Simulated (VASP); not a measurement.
# EuCd2P2: structure and properties in VASP, part 5 of 5

What structure does EuCd2P2 take at this level, and what are its properties? The start is a computed cell from the Materials Project.

VASP 6.6.1, plane waves and PAW; the level of theory is named at each step.

Still holding for the runs below: The cell holds one magnetic atom, so no antiferromagnetic order fits into it. Experiment finds antiferromagnetic order in this phase (below 11 K, arxiv:2203.12739), so this ferromagnetic run describes another state.

So far, gap on the k-mesh (eV): step 2 (relaxing cell and atoms (r2SCAN + U)) 0.754; step 3 (density, ELF and potential (r2SCAN + U)) 0.754. The relaxed cell has a = 4.341, c = 7.193 Å (conventional setting).

### Step 5. Density of states (r2SCAN + U)

Level of this step: r2SCAN, DFT+U (Eu f 5 eV), spin-polarised from a ferromagnetic start; plane waves and PAW (Eu, Cd, P) (VASP).

A density of states needs more k-points than a total energy; ISMEAR = -5 takes tetrahedra, and LORBIT projects the states on the PAW spheres. The mesh is finer than in the run before.

File INCAR:

```
SYSTEM = EuCd2P2
PREC = Accurate
ENCUT = 450
EDIFF = 1E-06
NELM = 150
ISMEAR = -5
SIGMA = 0.05
LREAL = .FALSE.
ALGO = Normal
METAGGA = R2SCAN
LASPH = .TRUE.
NBANDS = 43
ISPIN = 2
MAGMOM = 6.642 -0.006 -0.006 -0.027 -0.027
LDAU = .TRUE.
LDAUTYPE = 2
LDAUL = 3 -1 -1
LDAUU = 5 0 0
LDAUJ = 0 0 0
LDAUPRINT = 1
LMAXMIX = 6
AMIX = 0.2
BMIX = 1E-04
AMIX_MAG = 0.8
BMIX_MAG = 1E-04
LORBIT = 11
LWAVE = .FALSE.
LCHARG = .FALSE.
KPAR = 4
NEDOS = 2001
```

File POSCAR:

```
EuCd2P2
1.0
    4.3407983975      0.0000000000      0.0000000000
   -2.1703991988      3.7592416850      0.0000000000
    0.0000000000      0.0000000000      7.1929162865
Eu Cd P
1 2 2
Direct
    0.0000000000      0.0000000000      0.0000000000
    0.6666666700      0.3333333300      0.3628390541
    0.3333333300      0.6666666700      0.6371609459
    0.6666666700      0.3333333300      0.7500493522
    0.3333333300      0.6666666700      0.2499506478
```

File KPOINTS:

```
Automatic mesh
0
Gamma
11 11 6
0 0 0
```

PAW data sets: Eu, Cd and P (PBE family, release 64).

Started as:

```
$ mpirun -np 4 vasp_std
```

Output:

```text
[... set-up lines as in an earlier step ...]
 entering main loop
       N       E                     dE             d eps       ncg     rms          rms(c)
DAV:   1     0.263807672679E+03    0.26381E+03   -0.19997E+04 21896   0.368E+03
DAV:   2    -0.658375742348E+02   -0.32965E+03   -0.29560E+03 21161   0.475E+02
DAV:   3    -0.104545614926E+03   -0.38708E+02   -0.37806E+02 21007   0.121E+02
DAV:   4    -0.108745615118E+03   -0.42000E+01   -0.41667E+01 28132   0.269E+01
DAV:   5    -0.109094677698E+03   -0.34906E+00   -0.34836E+00 26432   0.891E+00    0.724E+01
DAV:   6    -0.101014423783E+03    0.80803E+01   -0.12133E+01 21083   0.476E+01    0.412E+01
DAV:   7    -0.101122993122E+03   -0.10857E+00   -0.18929E+00 24136   0.130E+01    0.246E+01
DAV:   8    -0.101036426305E+03    0.86567E-01   -0.57329E-01 25037   0.131E+01    0.138E+01
DAV:   9    -0.101007293004E+03    0.29133E-01   -0.60129E-01 23725   0.117E+01    0.889E+00
DAV:  10    -0.101027377988E+03   -0.20085E-01   -0.92757E-02 22732   0.160E+00    0.401E+00
DAV:  11    -0.101018528333E+03    0.88497E-02   -0.31776E-02 23781   0.284E+00    0.119E+00
DAV:  12    -0.101017327126E+03    0.12012E-02   -0.83721E-03 24629   0.859E-01    0.759E-01
DAV:  13    -0.101017059996E+03    0.26713E-03   -0.14637E-03 21706   0.199E-01    0.561E-01
DAV:  14    -0.101016946506E+03    0.11349E-03   -0.35392E-04 22482   0.131E-01    0.299E-01
DAV:  15    -0.101016954652E+03   -0.81461E-05   -0.14075E-04 22514   0.974E-02    0.146E-01
DAV:  16    -0.101016955572E+03   -0.92028E-06   -0.19548E-05 24876   0.532E-02    0.694E-02
DAV:  17    -0.101016954137E+03    0.14353E-05   -0.74959E-06 21645   0.167E-02    0.260E-02
DAV:  18    -0.101016953645E+03    0.49155E-06   -0.18899E-06 14644   0.188E-02
   1 F= -.10101695E+03 E0= -.10101695E+03  d E =0.000000E+00  mag=     7.0000
```

Run time: 14 min. Hardware: 4 MPI ranks of AMD EPYC 7R43, shared host; peak memory 2.4 GiB.

OUTCAR, selected parts (step 5):

```text
   k-points           NKPTS =     84   k-points in BZ     NKDIM =     84   number of bands    NBANDS=     43

   NELECT =      51.0000    total number of electrons

atom =   1  type =  1  l = 3

 onsite density matrix

spin component  1

  0.9735  0.0000  0.0000 -0.0010  0.0000  0.0000  0.0000
  0.0000  0.9747  0.0000  0.0000  0.0025 -0.0000  0.0000
  0.0000  0.0000  0.9749  0.0000 -0.0000  0.0025 -0.0000
 -0.0010  0.0000  0.0000  0.9776  0.0000  0.0000  0.0000
  0.0000  0.0025 -0.0000  0.0000  0.9749 -0.0000  0.0000
  0.0000 -0.0000  0.0025  0.0000 -0.0000  0.9747 -0.0000
  0.0000  0.0000 -0.0000  0.0000  0.0000 -0.0000  0.9775

spin component  2

  0.0012  0.0000  0.0000  0.0010  0.0000  0.0000 -0.0000
  0.0000  0.0020 -0.0000  0.0000 -0.0003  0.0000 -0.0000
  0.0000 -0.0000  0.0009  0.0000 -0.0000 -0.0003 -0.0000
  0.0010  0.0000  0.0000  0.0010  0.0000  0.0000 -0.0000
  0.0000 -0.0003 -0.0000  0.0000  0.0009  0.0000  0.0000
  0.0000  0.0000 -0.0003  0.0000  0.0000  0.0020  0.0000
 -0.0000 -0.0000 -0.0000 -0.0000  0.0000  0.0000  0.0006

 occupancies and eigenvectors

  o =  0.0001  v =  0.0000  0.0000  0.0000  0.0000  0.0000  0.0000  0.0000 -0.6673 -0.0000  0.0000  0.7448  0.0000 -0.0000  0.0000      0.0000  0.0000  0.0000  0.0000  0.0000  0.0000  0.0000  0.0000  0.0000  0.0000  0.0000  0.0000  0.0000  0.0000
  o =  0.0006  v =  0.0000  0.0000  0.0000  0.0000  0.0000  0.0000  0.0000 -0.0000  0.0000 -0.0000  0.0000  0.0000 -0.0000 -1.0000      0.0000  0.0000  0.0000  0.0000  0.0000  0.0000  0.0000  0.0000  0.0000  0.0000  0.0000  0.0000  0.0000  0.0000
  o =  0.0008  v =  0.0000  0.0000  0.0000  0.0000  0.0000  0.0000  0.0000  0.0000 -0.2209 -0.3349  0.0000 -0.9124 -0.0811 -0.0000      0.0000  0.0000  0.0000  0.0000  0.0000  0.0000  0.0000  0.0000  0.0000  0.0000  0.0000  0.0000  0.0000  0.0000
  o =  0.0008  v =  0.0000  0.0000  0.0000  0.0000  0.0000  0.0000  0.0000 -0.0000 -0.0811  0.9124 -0.0000 -0.3349  0.2209 -0.0000      0.0000  0.0000  0.0000  0.0000  0.0000  0.0000  0.0000  0.0000  0.0000  0.0000  0.0000  0.0000  0.0000  0.0000
  o =  0.0020  v =  0.0000  0.0000  0.0000  0.0000  0.0000  0.0000  0.0000 -0.7448  0.0000 -0.0000 -0.6673 -0.0000  0.0000  0.0000      0.0000  0.0000  0.0000  0.0000  0.0000  0.0000  0.0000  0.0000  0.0000  0.0000  0.0000  0.0000  0.0000  0.0000
  o =  0.0021  v =  0.0000  0.0000  0.0000  0.0000  0.0000  0.0000  0.0000 -0.0000 -0.9190  0.0766 -0.0000  0.2225 -0.3163  0.0000      0.0000  0.0000  0.0000  0.0000  0.0000  0.0000  0.0000  0.0000  0.0000  0.0000  0.0000  0.0000  0.0000  0.0000
  o =  0.0021  v =  0.0000  0.0000  0.0000  0.0000  0.0000  0.0000  0.0000  0.0000 -0.3163 -0.2225  0.0000  0.0766  0.9190  0.0000      0.0000  0.0000  0.0000  0.0000  0.0000  0.0000  0.0000  0.0000  0.0000  0.0000  0.0000  0.0000  0.0000  0.0000
  o =  0.9723  v =  0.0000  0.6771 -0.2403 -0.0000 -0.6487  0.2509  0.0000  0.0000  0.0000  0.0000  0.0000  0.0000  0.0000  0.0000      0.0000  0.0000  0.0000  0.0000  0.0000  0.0000  0.0000  0.0000  0.0000  0.0000  0.0000  0.0000  0.0000  0.0000
  o =  0.9723  v = -0.0000  0.2509  0.6487  0.0000 -0.2403 -0.6771  0.0000  0.0000  0.0000  0.0000  0.0000  0.0000  0.0000  0.0000      0.0000  0.0000  0.0000  0.0000  0.0000  0.0000  0.0000  0.0000  0.0000  0.0000  0.0000  0.0000  0.0000  0.0000
  o =  0.9733  v =  0.9732 -0.0000  0.0000  0.2299  0.0000 -0.0000 -0.0000  0.0000  0.0000  0.0000  0.0000  0.0000  0.0000  0.0000      0.0000  0.0000  0.0000  0.0000  0.0000  0.0000  0.0000  0.0000  0.0000  0.0000  0.0000  0.0000  0.0000  0.0000
  o =  0.9774  v = -0.0000 -0.6487 -0.2509  0.0000 -0.6772 -0.2403  0.0000  0.0000  0.0000  0.0000  0.0000  0.0000  0.0000  0.0000      0.0000  0.0000  0.0000  0.0000  0.0000  0.0000  0.0000  0.0000  0.0000  0.0000  0.0000  0.0000  0.0000  0.0000
  o =  0.9774  v =  0.0000 -0.2403  0.6772 -0.0000 -0.2509  0.6487  0.0000  0.0000  0.0000  0.0000  0.0000  0.0000  0.0000  0.0000      0.0000  0.0000  0.0000  0.0000  0.0000  0.0000  0.0000  0.0000  0.0000  0.0000  0.0000  0.0000  0.0000  0.0000
  o =  0.9775  v =  0.0000  0.0000 -0.0000 -0.0000  0.0000 -0.0000  1.0000  0.0000  0.0000  0.0000  0.0000  0.0000  0.0000  0.0000      0.0000  0.0000  0.0000  0.0000  0.0000  0.0000  0.0000  0.0000  0.0000  0.0000  0.0000  0.0000  0.0000  0.0000
  o =  0.9779  v = -0.2299  0.0000  0.0000  0.9732  0.0000  0.0000  0.0000  0.0000  0.0000  0.0000  0.0000  0.0000  0.0000  0.0000      0.0000  0.0000  0.0000  0.0000  0.0000  0.0000  0.0000  0.0000  0.0000  0.0000  0.0000  0.0000  0.0000  0.0000

 E-fermi :   3.5801

 spin component 1
 k-point     1 :       0.0000    0.0000    0.0000
  band No.  band energies     occupation
    ...
     25       2.6525      1.00000
     26       2.7050      1.00000
     27       3.5682      1.00000
     28       3.5683      1.00000
     29       3.5787      1.00000
     30       4.3333      0.00000
     31       4.5732      0.00000
     32       5.6098      0.00000
     33       6.0208      0.00000
     34       6.0208      0.00000
    ...

 k-point     2 :       0.0909    0.0000    0.0000
  band No.  band energies     occupation
    ...
     25       2.6566      1.00000
     26       2.7081      1.00000
     27       3.0757      1.00000
     28       3.3991      1.00000
     29       3.4526      1.00000
     30       4.7152      0.00000
     31       4.9035      0.00000
     32       5.7622      0.00000
     33       6.3082      0.00000
     34       6.4565      0.00000
    ...

  Total        0.0369665      0.0369665      0.0572193     -0.0000000      0.0000000     -0.0000000
  in kB        0.5045962      0.5045962      0.7810490     -0.0000000      0.0000000     -0.0000000
  external PRESSURE =       0.5967471 kB  Pullay stress =       0.0000000 kB

 POSITION                                       TOTAL-FORCE (eV/Angst)
 -----------------------------------------------------------------------------------
      0.00000      0.00000      0.00000         0.000000      0.000000      0.000000
      2.17040      1.25308      2.60987         0.000000      0.000000      0.005621
     -0.00000      2.50616      4.58305        -0.000000     -0.000000     -0.005621
      2.17040      1.25308      5.39504        -0.000000      0.000000      0.002416
     -0.00000      2.50616      1.79787        -0.000000      0.000000     -0.002416
 -----------------------------------------------------------------------------------
    total drift:                               -0.000000      0.000000     -0.000000

  FREE ENERGIE OF THE ION-ELECTRON SYSTEM (eV)
  ---------------------------------------------------
  free  energy   TOTEN  =      -101.0169536450 eV

  energy  without entropy=     -101.0169536450  energy(sigma->0) =     -101.01695365

 magnetization (x)
# of ion       s       p       d       f       tot
--------------------------------------------------
    1       -0.025  -0.194   0.049   6.812   6.642
    2       -0.003  -0.003  -0.000   0.000  -0.006
    3       -0.003  -0.003  -0.000   0.000  -0.006
    4       -0.006  -0.021   0.000   0.000  -0.027
    5       -0.006  -0.021   0.000   0.000  -0.027
--------------------------------------------------
tot         -0.042  -0.243   0.048   6.812   6.576

[... 6 parts as in an earlier step ...]

[... 15 further parts left out ...]
```

Flat bands give spikes narrower than the energy grid here, so the curve is not tabled.

This step gave:

```
SCF cycles                     : 18
irreducible k-points           : 84
free energy (TOTEN)            : -101.0170 eV
Fermi energy                   : 3.580 eV
pressure                       : 0.05967 GPa
gap on the k-mesh              : 0.7546 eV
least direct gap on the k-mesh : 0.7546 eV
```

The gap on this mesh is 0.75 eV.

### Step 6. Zone-centre phonons (r2SCAN + U)

Zone-centre modes test whether the atoms sit at a minimum within this cell. IBRION = 6 takes the force constants from differences of forces between displaced cells, so the forces must be tight.

INCAR, as its differences from that of step 5:

```diff
@@ -3,5 +3,5 @@
 ENCUT = 450
-EDIFF = 1E-06
+EDIFF = 1E-08
 NELM = 150
-ISMEAR = -5
+ISMEAR = 0
 SIGMA = 0.05
@@ -11,3 +11,3 @@
 LASPH = .TRUE.
-NBANDS = 43
+NBANDS = 34
 ISPIN = 2
@@ -29,2 +29,6 @@
 KPAR = 4
-NEDOS = 2001
+IBRION = 6
+NFREE = 2
+POTIM = 0.015
+ISIF = 2
+NSW = 1
```

POSCAR is that of step 5.

File KPOINTS:

```
Automatic mesh
0
Gamma
7 7 4
0 0 0
```

Started as:

```
$ mpirun -np 4 vasp_std
```

Output:

```text
[... set-up lines as in an earlier step ...]
 entering main loop
       N       E                     dE             d eps       ncg     rms          rms(c)
DAV:   1     0.281128721834E+03    0.28113E+03   -0.20556E+04  5316   0.469E+03
DAV:   2    -0.561949091770E+02   -0.33732E+03   -0.30017E+03  5348   0.519E+02
DAV:   3    -0.104258009633E+03   -0.48063E+02   -0.46747E+02  5718   0.172E+02
DAV:   4    -0.108688285781E+03   -0.44303E+01   -0.43912E+01  7186   0.450E+01
[...]
DAV:  22    -0.101012867948E+03    0.26030E-07   -0.35197E-08  3304   0.201E-03    0.195E-03
DAV:  23    -0.101012867921E+03    0.26990E-07   -0.13542E-08  2616   0.192E-03    0.945E-04
DAV:  24    -0.101012867914E+03    0.68385E-08   -0.59195E-09  2496   0.204E-03
   1 F= -.10101287E+03 E0= -.10101287E+03  d E =-.658483E-20  mag=     7.0000
[... from here on, the cycles between the ionic steps are left out ...]
   2 F= -.10101252E+03 E0= -.10101252E+03  d E =-.554365E-18  mag=     7.0000
   3 F= -.10101252E+03 E0= -.10101252E+03  d E =-.498263E-15  mag=     7.0000
   4 F= -.10101224E+03 E0= -.10101224E+03  d E =-.824657E-11  mag=     7.0000
   5 F= -.10101224E+03 E0= -.10101224E+03  d E =-.182078E-25  mag=     7.0000
   6 F= -.10101233E+03 E0= -.10101233E+03  d E =-.318833E-24  mag=     7.0000
   7 F= -.10101233E+03 E0= -.10101233E+03  d E =-.373685E-25  mag=     7.0000
   8 F= -.10101248E+03 E0= -.10101248E+03  d E =-.131148E-23  mag=     7.0000
   9 F= -.10101229E+03 E0= -.10101229E+03  d E =-.116072E-25  mag=     7.0000
 Finite differences progress:
  Degree of freedom:   4/  6
  Displacement:        2/  2
  Total:               8/ 12
[...]
N       E                     dE             d eps       ncg     rms          rms(c)
DAV:   1    -0.101003329825E+03    0.89643E-02   -0.24230E+00 13476   0.681E+00    0.287E-01
DAV:   2    -0.101012222454E+03   -0.88926E-02   -0.49455E-02 22846   0.428E+00    0.137E-01
DAV:   3    -0.101012225458E+03   -0.30038E-05   -0.89466E-04 18848   0.184E-01    0.100E-01
DAV:   4    -0.101012223300E+03    0.21582E-05   -0.92203E-05 22152   0.666E-02    0.719E-02
[...]
DAV:  11    -0.101012236415E+03    0.15130E-06   -0.53037E-07 20128   0.584E-03    0.356E-03
DAV:  12    -0.101012236423E+03   -0.71386E-08   -0.13971E-07 19032   0.264E-03    0.148E-03
DAV:  13    -0.101012236425E+03   -0.25993E-08   -0.14608E-08 10912   0.140E-03
```

Elapsed: 69 min, on 4 MPI ranks.

The run was cut off at its time limit.

More ranks or a longer limit would be the way on.

### Step 7. Summary of results

```yaml
relaxed_volume: 23.47 Å³/atom
relaxed_conventional_cell_a_b_c: 4.341, 4.341, 7.193 Å; angles 90.0, 90.0, 120.0°
space_group_after_relaxing_within_0p02_a: P-3m1 (No. 164)
moment_of_the_cell_7x7x4_mesh: 7 μB
largest_site_moment_7x7x4_mesh: 6.64 μB on Eu1
band_gap: 0.753 eV, direct
gap_among_the_points_of_the_dos_mesh_alone_an_upper_bound: 0.755 eV
```

**Reading.** With r2SCAN + U, EuCd2P2 relaxes to 23.47 Å³/atom in space group P-3m1, has a direct gap of 0.753 eV and keeps moments of up to 6.64 μB (7×7×4 mesh). Not obtained: zone-centre phonons (r2SCAN + U), because the run hit its time limit. Bands along the symmetry lines (r2SCAN + U), spin up: The path shows a direct gap of 0.75 eV (valence top at Γ, conduction bottom at Γ). Bands along the symmetry lines (r2SCAN + U), spin down: The path shows a nearly direct (within 0.01 eV) gap of 1.36 eV (valence top at Γ, conduction bottom between Γ and A). Spin-orbit coupling is left out, and with elements this heavy it would split and shift bands near the edges, and it can change the kind of a small gap. Only the typed magnetic starts were tried, so the magnetic ground state may differ and with it the other results. Only ferromagnetic starts were used, while the crystal orders antiferromagnetically, so what depends on the order belongs to another state. No search among competing phases was made, and a listed structure need not be the one stable at ambient conditions. All values are for a static lattice at zero temperature.

[Lines on the potential files, build, host, timing and source positions are cut from VASP's logs without a mark.]

[Logs are printed without paths, hosts, clocks, repeated set-up lines and the standing remarks that a program may print on its own settings, such as how far it seeks lower states.]

[Hosts, paths, dates, database ids (printed as entryN), source tags and the programs' standing remarks are cut or masked in the printed files.]

[A measured line is paired with the nearest computed mode of its activity, which favours agreement.]
